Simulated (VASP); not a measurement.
# AlV2C with PBE + U: from relaxation to properties, part 4 of 10

What structure does AlV2C take at this level, and what are its properties? A warning ahead: between some runs the electronic state changes, as is said there, so values from before and after such a change belong to different solutions. The start is a computed cell from the Materials Project.

VASP 6.6.1; PBE, DFT+U (V d 4 eV), spin-polarised from a ferromagnetic start; plane waves and PAW (Al, V_sv, C).

Still holding for the runs below: The magnetic state follows from one typed start and may not be the lowest. The k-mesh is coarse for a metal. A U on the itinerant d states of such a compound is hard to justify; it moves the bands at the Fermi level and favours large moments.

So far, moment of the cell, from the last line of the log (μB): step 2 (full relaxation (PBE + U)) 2.58; step 3 (k-mesh 7×7×2) 2.66.

**4. Single point with fields (PBE + U)**

A single point on the relaxed cell gives a clean self-consistent state, with density, ELF and potential written out.

File INCAR:

```
SYSTEM = AlV2C
PREC = Accurate
ENCUT = 520
EDIFF = 1E-06
NELM = 100
ISMEAR = 0
SIGMA = 0.05
LREAL = .FALSE.
ALGO = Normal
GGA = PE
NBANDS = 50
ISPIN = 2
MAGMOM = 0 0 2 2 2 2 0 0
LDAU = .TRUE.
LDAUTYPE = 2
LDAUL = -1 2 -1
LDAUU = 0 4 0
LDAUJ = 0 0 0
LDAUPRINT = 1
LASPH = .TRUE.
LMAXMIX = 4
LORBIT = 11
LWAVE = .FALSE.
LCHARG = .TRUE.
ISIF = 2
LELF = .TRUE.
LVHAR = .TRUE.
```

File POSCAR:

```
AlV2C
1.0
    2.9736754847      0.0000000000      0.0000000000
   -1.4868377424      2.5752785124      0.0000000000
    0.0000000000      0.0000000000     13.1403286367
Al V C
2 4 2
Direct
    0.3333333300      0.6666666700      0.2500000000
    0.6666666700      0.3333333300      0.7500000000
    0.3333333300      0.6666666700      0.5863820506
    0.6666666700      0.3333333300      0.4136179494
    0.6666666700      0.3333333300      0.0863820506
    0.3333333300      0.6666666700      0.9136179494
    0.0000000000      0.0000000000      0.0000000000
    0.0000000000      0.0000000000      0.5000000000
```

File KPOINTS:

```
Automatic mesh
0
Gamma
7 7 2
0 0 0
```

PAW data sets: Al, V_sv and C (PBE family, release 64).

Run with:

```console
> mpirun -np 4 vasp_std
```

Output:

```text
[banner, memory and clock lines left out]
running    4 mpi-ranks, on    1 nodes
 distrk:  each k-point on    4 cores,    1 groups
 distr:  one band on    1 cores,    4 groups

 POSCAR found type information on POSCAR AlV C
 POSCAR found :  3 types and       8 ions
 LDA part: xc-table for (Slater+PW92), standard interpolation
|                                                                             |
|           W    W    AA    RRRRR   N    N  II  N    N   GGGG   !!!           |
|           W    W   A  A   R    R  NN   N  II  NN   N  G    G  !!!           |
|           W    W  A    A  R    R  N N  N  II  N N  N  G       !!!           |
|           W WW W  AAAAAA  RRRRR   N  N N  II  N  N N  G  GGG   !            |
|           WW  WW  A    A  R   R   N   NN  II  N   NN  G    G                |
|           W    W  A    A  R    R  N    N  II  N    N   GGGG   !!!           |
|                                                                             |
|     The number of bands has been changed from the values supplied in        |
|     The orbitals not found in the WAVECAR file will be initialized with     |
|     random numbers, which is usually adequate. For correlated               |
|     calculations, however, you should redo the groundstate calculation.     |
|     I found NBANDS = 50. Now, NBANDS = 52.                                  |
|                                                                             |

 POSCAR, INCAR and KPOINTS ok, starting setup
 FFT: planning ... GRIDC
 FFT: planning ... GRID_SOFT
 FFT: planning ... GRID
 WAVECAR not read
 entering main loop
       N       E                     dE             d eps       ncg     rms          rms(c)
DAV:   1     0.896130909352E+03    0.89613E+03   -0.36134E+04  3352   0.134E+03
DAV:   2    -0.940516429691E+01   -0.90554E+03   -0.86814E+03  3368   0.459E+02
DAV:   3    -0.645177342864E+02   -0.55113E+02   -0.53179E+02  3924   0.120E+02
DAV:   4    -0.662692644764E+02   -0.17515E+01   -0.17421E+01  3896   0.194E+01
DAV:   5    -0.662944635241E+02   -0.25199E-01   -0.25191E-01  3804   0.263E+00    0.528E+01
DAV:   6    -0.500558541400E+02    0.16239E+02   -0.10377E+02  4068   0.647E+01    0.191E+01
DAV:   7    -0.489836548962E+02    0.10722E+01   -0.25868E+01  3624   0.343E+01    0.130E+01
DAV:   8    -0.489598754319E+02    0.23779E-01   -0.19656E+00  3700   0.672E+00    0.607E+00
DAV:   9    -0.491869220682E+02   -0.22705E+00   -0.10436E+00  3684   0.498E+00    0.222E+00
DAV:  10    -0.492539510265E+02   -0.67029E-01   -0.19250E-01  3740   0.284E+00    0.114E+00
DAV:  11    -0.493229623056E+02   -0.69011E-01   -0.76270E-02  3848   0.107E+00    0.974E-01
DAV:  12    -0.493627218581E+02   -0.39760E-01   -0.55279E-02  3864   0.104E+00    0.584E-01
DAV:  13    -0.493825960053E+02   -0.19874E-01   -0.21574E-02  3732   0.622E-01    0.271E-01
DAV:  14    -0.493840478134E+02   -0.14518E-02   -0.25020E-03  3696   0.291E-01    0.133E-01
DAV:  15    -0.493844505131E+02   -0.40270E-03   -0.54252E-04  3740   0.123E-01    0.716E-02
DAV:  16    -0.493845640091E+02   -0.11350E-03   -0.27380E-04  3752   0.728E-02    0.308E-02
DAV:  17    -0.493845854820E+02   -0.21473E-04   -0.63562E-05  3748   0.426E-02    0.183E-02
DAV:  18    -0.493845876199E+02   -0.21379E-05   -0.10688E-05  3140   0.155E-02    0.783E-03
DAV:  19    -0.493845889702E+02   -0.13503E-05   -0.22435E-06  2684   0.854E-03    0.338E-03
DAV:  20    -0.493845889673E+02    0.28940E-08   -0.42459E-07  1708   0.384E-03
   1 F= -.49384589E+02 E0= -.49383533E+02  d E =-.211254E-02  mag=     2.6641
```

It took 30 s on 4 MPI ranks of Intel Xeon 6975P-C (Granite Rapids), shared host; peak memory 0.72 GiB.

OUTCAR, selected parts (step 4):

```text
  LATTYP: Found a hexagonal cell.
 ALAT       =     2.9736754847
 C/A-ratio  =     4.4188845435

 Found     16 irreducible k-points:

   k-points           NKPTS =     16   k-points in BZ     NKDIM =     16   number of bands    NBANDS=     52

   ENCUT  =  520.0 eV  38.22 Ry    6.18 a.u.   5.53  5.53 24.43*2*pi/ulx,y,z

   NELECT =      66.0000    total number of electrons

atom =   3  type =  2  l = 2

 onsite density matrix

spin component  1

  0.3039 -0.0000  0.0000 -0.1181  0.0000
 -0.0000  0.5354 -0.0000 -0.0000 -0.1181
  0.0000 -0.0000  0.2465 -0.0000  0.0000
 -0.1181 -0.0000 -0.0000  0.5354  0.0000
  0.0000 -0.1181  0.0000  0.0000  0.3039

spin component  2

  0.2415 -0.0000  0.0000 -0.0512  0.0000
 -0.0000  0.2238 -0.0000 -0.0000 -0.0512
  0.0000 -0.0000  0.1905 -0.0000  0.0000
 -0.0512 -0.0000 -0.0000  0.2238  0.0000
  0.0000 -0.0512  0.0000  0.0000  0.2415

 occupancies and eigenvectors

  o =  0.1807  v =  0.0000  0.0000  0.0000  0.0000  0.0000 -0.5785 -0.3364  0.0000 -0.6869 -0.2833      0.0000  0.0000  0.0000  0.0000  0.0000  0.0000  0.0000  0.0000  0.0000  0.0000
  o =  0.1807  v =  0.0000  0.0000  0.0000  0.0000  0.0000  0.2833 -0.6869  0.0000  0.3364 -0.5785      0.0000  0.0000  0.0000  0.0000  0.0000  0.0000  0.0000  0.0000  0.0000  0.0000
  o =  0.1905  v =  0.0000  0.0000  0.0000  0.0000  0.0000 -0.0000 -0.0000 -1.0000 -0.0000 -0.0000      0.0000  0.0000  0.0000  0.0000  0.0000  0.0000  0.0000  0.0000  0.0000  0.0000
  o =  0.2465  v = -0.0000 -0.0000  1.0000 -0.0000 -0.0000  0.0000  0.0000  0.0000  0.0000  0.0000      0.0000  0.0000  0.0000  0.0000  0.0000  0.0000  0.0000  0.0000  0.0000  0.0000
  o =  0.2543  v = -0.8280 -0.1703 -0.0000 -0.3478 -0.4055  0.0000  0.0000  0.0000  0.0000  0.0000      0.0000  0.0000  0.0000  0.0000  0.0000  0.0000  0.0000  0.0000  0.0000  0.0000
  o =  0.2543  v = -0.4055  0.3478  0.0000 -0.1703  0.8280  0.0000  0.0000  0.0000  0.0000  0.0000      0.0000  0.0000  0.0000  0.0000  0.0000  0.0000  0.0000  0.0000  0.0000  0.0000
  o =  0.2847  v =  0.0000  0.0000  0.0000  0.0000  0.0000 -0.6869  0.2833 -0.0000  0.5785 -0.3364      0.0000  0.0000  0.0000  0.0000  0.0000  0.0000  0.0000  0.0000  0.0000  0.0000
  o =  0.2847  v =  0.0000  0.0000  0.0000  0.0000  0.0000  0.3364  0.5785 -0.0000 -0.2833 -0.6869      0.0000  0.0000  0.0000  0.0000  0.0000  0.0000  0.0000  0.0000  0.0000  0.0000
  o =  0.5850  v = -0.3478  0.4055 -0.0000  0.8280 -0.1703  0.0000  0.0000  0.0000  0.0000  0.0000      0.0000  0.0000  0.0000  0.0000  0.0000  0.0000  0.0000  0.0000  0.0000  0.0000
  o =  0.5850  v =  0.1703  0.8280 -0.0000 -0.4055 -0.3478  0.0000  0.0000  0.0000  0.0000  0.0000      0.0000  0.0000  0.0000  0.0000  0.0000  0.0000  0.0000  0.0000  0.0000  0.0000

atom =   4  type =  2  l = 2

 onsite density matrix

spin component  1

spin component  2

 occupancies and eigenvectors

  o =  0.1807  v =  0.0000  0.0000  0.0000  0.0000  0.0000 -0.5785 -0.3365  0.0000 -0.6869 -0.2834      0.0000  0.0000  0.0000  0.0000  0.0000  0.0000  0.0000  0.0000  0.0000  0.0000
  o =  0.1807  v =  0.0000  0.0000  0.0000  0.0000  0.0000  0.2834 -0.6869  0.0000  0.3365 -0.5785      0.0000  0.0000  0.0000  0.0000  0.0000  0.0000  0.0000  0.0000  0.0000  0.0000
  o =  0.1905  v =  0.0000  0.0000  0.0000  0.0000  0.0000 -0.0000 -0.0000 -1.0000 -0.0000 -0.0000      0.0000  0.0000  0.0000  0.0000  0.0000  0.0000  0.0000  0.0000  0.0000  0.0000
  o =  0.2465  v = -0.0000 -0.0000  1.0000 -0.0000 -0.0000  0.0000  0.0000  0.0000  0.0000  0.0000      0.0000  0.0000  0.0000  0.0000  0.0000  0.0000  0.0000  0.0000  0.0000  0.0000
  o =  0.2543  v = -0.8280 -0.1704 -0.0000 -0.3478 -0.4056  0.0000  0.0000  0.0000  0.0000  0.0000      0.0000  0.0000  0.0000  0.0000  0.0000  0.0000  0.0000  0.0000  0.0000  0.0000
  o =  0.2543  v = -0.4056  0.3478  0.0000 -0.1704  0.8280  0.0000  0.0000  0.0000  0.0000  0.0000      0.0000  0.0000  0.0000  0.0000  0.0000  0.0000  0.0000  0.0000  0.0000  0.0000
  o =  0.2847  v =  0.0000  0.0000  0.0000  0.0000  0.0000 -0.6869  0.2834 -0.0000  0.5785 -0.3365      0.0000  0.0000  0.0000  0.0000  0.0000  0.0000  0.0000  0.0000  0.0000  0.0000
  o =  0.2847  v =  0.0000  0.0000  0.0000  0.0000  0.0000  0.3365  0.5785 -0.0000 -0.2834 -0.6869      0.0000  0.0000  0.0000  0.0000  0.0000  0.0000  0.0000  0.0000  0.0000  0.0000
  o =  0.5850  v = -0.3478  0.4055 -0.0000  0.8280 -0.1703  0.0000  0.0000  0.0000  0.0000  0.0000      0.0000  0.0000  0.0000  0.0000  0.0000  0.0000  0.0000  0.0000  0.0000  0.0000
  o =  0.5850  v =  0.1703  0.8280 -0.0000 -0.4055 -0.3478  0.0000  0.0000  0.0000  0.0000  0.0000      0.0000  0.0000  0.0000  0.0000  0.0000  0.0000  0.0000  0.0000  0.0000  0.0000

atom =   5  type =  2  l = 2

 onsite density matrix

spin component  1

  0.3039  0.0000  0.0000  0.1181  0.0000
  0.0000  0.5354  0.0000 -0.0000  0.1181
  0.0000  0.0000  0.2465  0.0000  0.0000
  0.1181 -0.0000  0.0000  0.5354 -0.0000
  0.0000  0.1181  0.0000 -0.0000  0.3039

spin component  2

  0.2415  0.0000  0.0000  0.0512  0.0000
  0.0000  0.2238  0.0000 -0.0000  0.0512
  0.0000  0.0000  0.1905  0.0000  0.0000
  0.0512 -0.0000  0.0000  0.2238 -0.0000
  0.0000  0.0512  0.0000 -0.0000  0.2415

 occupancies and eigenvectors

[...]
o =  0.5850  v =  0.1703 -0.8280 -0.0000  0.4055 -0.3478  0.0000  0.0000  0.0000  0.0000  0.0000      0.0000  0.0000  0.0000  0.0000  0.0000  0.0000  0.0000  0.0000  0.0000  0.0000

atom =   6  type =  2  l = 2

 onsite density matrix

spin component  1

spin component  2

 occupancies and eigenvectors

  o =  0.1807  v =  0.0000  0.0000  0.0000  0.0000  0.0000 -0.5785  0.3365  0.0000  0.6869 -0.2834      0.0000  0.0000  0.0000  0.0000  0.0000  0.0000  0.0000  0.0000  0.0000  0.0000
  o =  0.1807  v =  0.0000  0.0000  0.0000  0.0000  0.0000 -0.2834 -0.6869 -0.0000  0.3365  0.5785      0.0000  0.0000  0.0000  0.0000  0.0000  0.0000  0.0000  0.0000  0.0000  0.0000
  o =  0.1905  v =  0.0000  0.0000  0.0000  0.0000  0.0000  0.0000 -0.0000  1.0000 -0.0000  0.0000      0.0000  0.0000  0.0000  0.0000  0.0000  0.0000  0.0000  0.0000  0.0000  0.0000
  o =  0.2465  v = -0.0000  0.0000  1.0000  0.0000 -0.0000  0.0000  0.0000  0.0000  0.0000  0.0000      0.0000  0.0000  0.0000  0.0000  0.0000  0.0000  0.0000  0.0000  0.0000  0.0000
  o =  0.2543  v = -0.8280  0.1703 -0.0000  0.3478 -0.4054  0.0000  0.0000  0.0000  0.0000  0.0000      0.0000  0.0000  0.0000  0.0000  0.0000  0.0000  0.0000  0.0000  0.0000  0.0000
  o =  0.2543  v = -0.4054 -0.3478  0.0000  0.1703  0.8280  0.0000  0.0000  0.0000  0.0000  0.0000      0.0000  0.0000  0.0000  0.0000  0.0000  0.0000  0.0000  0.0000  0.0000  0.0000
  o =  0.2847  v =  0.0000  0.0000  0.0000  0.0000  0.0000 -0.6869 -0.2834 -0.0000 -0.5785 -0.3365      0.0000  0.0000  0.0000  0.0000  0.0000  0.0000  0.0000  0.0000  0.0000  0.0000
  o =  0.2847  v =  0.0000  0.0000  0.0000  0.0000  0.0000  0.3365 -0.5785 -0.0000  0.2834 -0.6869      0.0000  0.0000  0.0000  0.0000  0.0000  0.0000  0.0000  0.0000  0.0000  0.0000
  o =  0.5850  v = -0.3478 -0.4055 -0.0000 -0.8280 -0.1703  0.0000  0.0000  0.0000  0.0000  0.0000      0.0000  0.0000  0.0000  0.0000  0.0000  0.0000  0.0000  0.0000  0.0000  0.0000
  o =  0.5850  v =  0.1703 -0.8280 -0.0000  0.4055 -0.3478  0.0000  0.0000  0.0000  0.0000  0.0000      0.0000  0.0000  0.0000  0.0000  0.0000  0.0000  0.0000  0.0000  0.0000  0.0000

 E-fermi :   9.2710

 spin component 1
 k-point     1 :       0.0000    0.0000    0.0000
  band No.  band energies     occupation
    ...
     34       8.9485      1.00000
     35       9.0487      1.00000
     36       9.0487      1.00000
     37       9.0648      1.00000
     38       9.0648      1.00000
     39      10.0865      0.00000
     40      10.0865      0.00000
     41      10.1414      0.00000
     42      10.1414      0.00000
     43      12.3460      0.00000
    ...

 k-point     2 :       0.1429    0.0000    0.0000
  band No.  band energies     occupation
    ...
     32       8.4467      1.00000
     33       8.5142      1.00000
     34       8.5940      1.00000
     35       8.9578      1.00000
     36       9.0675      1.00000
     37       9.3346      0.03608
     38       9.3525      0.01058
     39      10.1271      0.00000
     40      10.1834      0.00000
     41      10.1925      0.00000
    ...

 k-point     3 :       0.2857    0.0000    0.0000
  band No.  band energies     occupation
    ...
     30       7.7107      1.00000
     31       7.8975      1.00000
     32       7.9698      1.00000
     33       8.5975      1.00000
     34       8.6759      1.00000
     35       9.5600      0.00000
     36       9.6054      0.00000
     37      10.0946      0.00000
     38      10.1165      0.00000
     39      10.3127      0.00000
    ...

 k-point     4 :       0.4286    0.0000    0.0000
  band No.  band energies     occupation
    ...
     30       7.0721      1.00000
     31       7.1341      1.00000
     32       7.1950      1.00000
     33       8.8057      1.00000
     34       8.9130      1.00000
     35       9.9370      0.00000
     36      10.2724      0.00000
     37      10.7556      0.00000
     38      10.7895      0.00000
     39      10.8906      0.00000
    ...

  Total       -0.0024868     -0.0024868      0.0179182      0.0000000      0.0000000      0.0000000
  in kB       -0.0395932     -0.0395932      0.2852869      0.0000000      0.0000000      0.0000000
  external PRESSURE =       0.0687001 kB  Pullay stress =       0.0000000 kB

  energy-cutoff  :      520.00
  volume of cell :      100.63
      direct lattice vectors                 reciprocal lattice vectors
     2.973675485  0.000000000  0.000000000     0.336284173  0.194153758  0.000000000
    -1.486837742  2.575278512  0.000000000     0.000000000  0.388307515  0.000000000
     0.000000000  0.000000000 13.140328637     0.000000000  0.000000000  0.076101597

 POSITION                                       TOTAL-FORCE (eV/Angst)
 -----------------------------------------------------------------------------------
     -0.00000      1.71685      3.28508         0.000000      0.000000      0.000000
      1.48684      0.85843      9.85525         0.000000      0.000000      0.000000
     -0.00000      1.71685      7.70525         0.000000      0.000000      0.002955
      1.48684      0.85843      5.43508        -0.000000      0.000000     -0.002955
      1.48684      0.85843      1.13509        -0.000000     -0.000000      0.002955
     -0.00000      1.71685     12.00524         0.000000     -0.000000     -0.002955
      0.00000      0.00000      0.00000         0.000000      0.000000      0.000000
      0.00000      0.00000      6.57016         0.000000      0.000000      0.000000
 -----------------------------------------------------------------------------------
    total drift:                               -0.000020      0.000011     -0.000001

  FREE ENERGIE OF THE ION-ELECTRON SYSTEM (eV)
  ---------------------------------------------------
  free  energy   TOTEN  =       -49.3845889673 eV

  energy  without entropy=      -49.3824764292  energy(sigma->0) =      -49.38353270

 total charge
# of ion       s       p       d       tot
------------------------------------------
    1        0.419   0.382   0.000   0.802
    2        0.419   0.382   0.000   0.802
    3        2.264   6.271   3.015  11.550
    4        2.264   6.271   3.015  11.550
    5        2.264   6.271   3.015  11.550
    6        2.264   6.271   3.015  11.550
    7        0.891   1.553   0.000   2.444
    8        0.891   1.553   0.000   2.444
--------------------------------------------------
tot         11.678  28.954  12.061  52.693

[... 4 parts as in an earlier step ...]

[... 11 further parts left out ...]
```

With spin, VASP writes an ELF for each channel.

Numbers from this step:

```yaml
scf_cycles: 20
bands: 52
pressure: 0.006870 GPa
```

Valence electrons inside each PAW sphere by angular momentum. Sphere charges, by row:

```csv
atom,s (e),p (e),d (e),tot (e)
Al1,0.419,0.382,0,0.802
Al2,0.419,0.382,0,0.802
V3,2.264,6.271,3.015,11.55
V4,2.264,6.271,3.015,11.55
V5,2.264,6.271,3.015,11.55
V6,2.264,6.271,3.015,11.55
C7,0.891,1.553,0,2.444
C8,0.891,1.553,0,2.444
```

Spin density in the ac plane at fractional y = 0.333, with atoms of Al and V within 0.2 Å of it.

Values in e/Å³, 24 rows by 15 columns, each cell a mean:
```
 0.00  0.01  0.02  0.02  0.01  0.00  0.00  0.00  0.00  0.00  0.00  0.00  0.00  0.00  0.00
 0.02  0.03  0.04  0.04  0.03  0.02  0.01  0.00  0.00  0.00  0.00  0.00  0.00  0.00  0.01
 0.03  0.03  0.03  0.03  0.03  0.03  0.02  0.01  0.00 -0.01 -0.01 -0.01  0.00  0.01  0.02
 0.02  0.02  0.02  0.02  0.02  0.02  0.01  0.00 -0.01 -0.02 -0.02 -0.02 -0.01  0.00  0.01
 0.00  0.00  0.00  0.00  0.00  0.00 -0.01 -0.01 -0.02 -0.02 -0.02 -0.02 -0.02 -0.01 -0.01
-0.01 -0.01  0.00  0.00 -0.01 -0.01 -0.01 -0.01 -0.01  0.00  0.00  0.00 -0.01 -0.01 -0.01
-0.01  0.00  0.00  0.00  0.00 -0.01 -0.01 -0.01 -0.01 -0.01 -0.01 -0.01 -0.01 -0.01 -0.01
 0.00  0.00  0.01  0.01  0.00  0.00  0.00 -0.01 -0.02 -0.02 -0.02 -0.02 -0.02 -0.01  0.00
 0.02  0.03  0.03  0.03  0.03  0.02  0.01  0.00 -0.01 -0.01 -0.02 -0.01 -0.01  0.00  0.01
 0.02  0.02  0.02  0.02  0.02  0.02  0.01  0.01  0.00  0.00  0.00  0.00  0.00  0.01  0.01
 0.02  0.03  0.05  0.05  0.03  0.02  0.00  0.00  0.00  0.00  0.00  0.00  0.00  0.00  0.00
 0.00 -0.01 -0.01 -0.01 -0.01  0.00  0.00  0.00  0.01  0.00  0.00  0.00  0.01  0.00  0.00
 0.00 -0.01 -0.02 -0.02 -0.01  0.00  0.03  0.08  0.12  0.10  0.06  0.10  0.12  0.08  0.03
 0.02  0.00  0.00  0.00  0.00  0.02  0.04  0.15  0.43  0.69  0.78  0.69  0.43  0.15  0.04
 0.03  0.01  0.01  0.01  0.01  0.03  0.06  0.16  0.38  0.55  0.59  0.55  0.38  0.16  0.06
 0.02  0.00  0.00  0.00  0.00  0.02  0.03  0.05  0.07  0.05  0.02  0.05  0.07  0.05  0.03
 0.00 -0.01 -0.01 -0.01 -0.01  0.00  0.00  0.00  0.00  0.00  0.00  0.00  0.00  0.00  0.00
-0.01 -0.01 -0.01 -0.01 -0.01 -0.01  0.00  0.00  0.00  0.00  0.00  0.00  0.00  0.00  0.00
-0.01 -0.01 -0.01 -0.01 -0.01 -0.01  0.00  0.00  0.00  0.00  0.00  0.00  0.00  0.00  0.00
 0.00  0.00 -0.01 -0.01  0.00  0.00  0.01  0.01  0.01  0.01  0.01  0.01  0.01  0.01  0.01
 0.02  0.01  0.00  0.00  0.01  0.02  0.05  0.11  0.17  0.15  0.11  0.15  0.17  0.11  0.05
 0.02  0.01  0.00  0.00  0.01  0.02  0.04  0.14  0.42  0.73  0.84  0.73  0.42  0.14  0.04
 0.02  0.00 -0.01 -0.01  0.00  0.02  0.05  0.16  0.36  0.48  0.48  0.48  0.36  0.16  0.05
 0.00 -0.02 -0.03 -0.03 -0.02  0.00  0.01  0.03  0.04  0.03  0.01  0.03  0.04  0.03  0.01
```
Columns run along a (3.0 Å), rows up along c (13.1 Å). Atoms in or near the plane, at fractional coordinates: Al at (0.67, 0.75), V at (0.67, 0.41), V at (0.67, 0.09).

[end of part 4 of 10]

[Lines on the potential files, build, host, timing and source positions are cut from VASP's logs without a mark.]

[Logs are printed without paths, hosts, clocks, repeated set-up lines and the standing remarks that a program may print on its own settings, such as how far it seeks lower states.]

[Hosts, paths, dates, database ids (printed as entryN), source tags and the programs' standing remarks are cut or masked in the printed files.]

[A measured line is paired with the nearest computed mode of its activity, which favours agreement.]

[In band tables of VASP the shares of atoms and orbitals are scaled to a sum of 1 inside the atoms' spheres.]
